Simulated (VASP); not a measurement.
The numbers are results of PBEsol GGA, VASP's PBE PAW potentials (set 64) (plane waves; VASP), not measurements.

VASP input:

### POSCAR
```
Ta
3.3484330
 -0.5000000313   0.5000000313   0.5000000313
  0.5000000313  -0.5000000313   0.5000000313
  0.5000000313   0.5000000313  -0.5000000313
Ta
1
direct
  0.0000000000   0.0000000000   0.0000000000
```

INCAR:
```
NELM  =  100   ! most electronic steps
GGA  =  PS
ALGO  =  Normal
LREAL  =  .False.
SIGMA  =  0.1   ! width (eV)
LASPH  =  .True.
LCHARG  =  .False.
ENCUT  =  520   ! plane-wave cut-off (eV)
ISIF  =  2   ! forces and stress, cell fixed
EDIFF  =  1E-7   ! SCF stop (eV)
ISMEAR  =  1
SYSTEM  =  Ta
LMAXMIX  =  6   ! l cut-off of mixed one-centre charges
PREC  =  Accurate
LWAVE  =  .False.
```

File KPOINTS:
```
Automatic mesh
0
G
 16 16 16
```

POTCAR, in this order: Ta_pv (PBE.64 set). Program: vasp_std.

What VASP printed:

File OSZICAR:
```
       N       E                     dE             d eps       ncg     rms          rms(c)
DAV:   1     0.441498755614E+02    0.44150E+02   -0.66058E+03  2610   0.116E+03
DAV:   2    -0.124199105825E+02   -0.56570E+02   -0.55787E+02  3354   0.242E+02
DAV:   3    -0.130596703819E+02   -0.63976E+00   -0.62898E+00  3078   0.260E+01
DAV:   4    -0.130636888955E+02   -0.40185E-02   -0.40002E-02  2977   0.172E+00
DAV:   5    -0.130637133819E+02   -0.24486E-04   -0.24484E-04  2932   0.119E-01    0.128E+01
DAV:   6    -0.126369716944E+02    0.42674E+00   -0.48997E-01  2711   0.818E+00    0.603E+00
DAV:   7    -0.125105057885E+02    0.12647E+00   -0.38705E-01  2751   0.685E+00    0.357E-01
DAV:   8    -0.125086399187E+02    0.18659E-02   -0.45003E-03  2743   0.875E-01    0.202E-01
DAV:   9    -0.125085043605E+02    0.13556E-03   -0.18883E-04  2983   0.137E-01    0.290E-02
DAV:  10    -0.125085015323E+02    0.28283E-05   -0.26521E-06  2917   0.202E-02    0.764E-03
DAV:  11    -0.125085018429E+02   -0.31065E-06   -0.14774E-07  2683   0.313E-03    0.456E-04
DAV:  12    -0.125085018103E+02    0.32587E-07   -0.36712E-09  1379   0.655E-04
   1 F= -.12508502E+02 E0= -.12508339E+02  d E =-.489921E-03
```

### OUTCAR
```
------------------------ aborting loop because EDIFF is reached ----------------------------------------
  FORCE on cell =-STRESS in cart. coord.  units (eV):
  Direction    XX          YY          ZZ          XY          YZ          ZX
  --------------------------------------------------------------------------------------
  Total       -1.2814365     -1.2814365     -1.2814365     -0.0000000     -0.0000000      0.0000000
  in kB     -109.3736599   -109.3736599   -109.3736599     -0.0000000     -0.0000000      0.0000000
  external PRESSURE =    -109.3736599 kB  Pullay stress =       0.0000000 kB
  volume of cell :       18.77
      direct lattice vectors                 reciprocal lattice vectors
    -1.674216605  1.674216605  1.674216605     0.000000000  0.298647140  0.298647140
     1.674216605 -1.674216605  1.674216605     0.298647140  0.000000000  0.298647140
     1.674216605  1.674216605 -1.674216605     0.298647140  0.298647140  0.000000000
 POSITION                                       TOTAL-FORCE (eV/Angst)
 -----------------------------------------------------------------------------------
      0.00000      0.00000      0.00000         0.000000      0.000000     -0.000000
 -----------------------------------------------------------------------------------
    total drift:                               -0.000000      0.000000     -0.000000
  FREE ENERGIE OF THE ION-ELECTRON SYSTEM (eV)
  ---------------------------------------------------
  free  energy   TOTEN  =       -12.5085018103 eV

  energy  without entropy=      -12.5080118894  energy(sigma->0) =      -12.50833850
```
(Selected blocks of OUTCAR.)

The compound is Ta in the bcc structure. This cell is one point of a volume scan, at 1.06 of the reference volume.
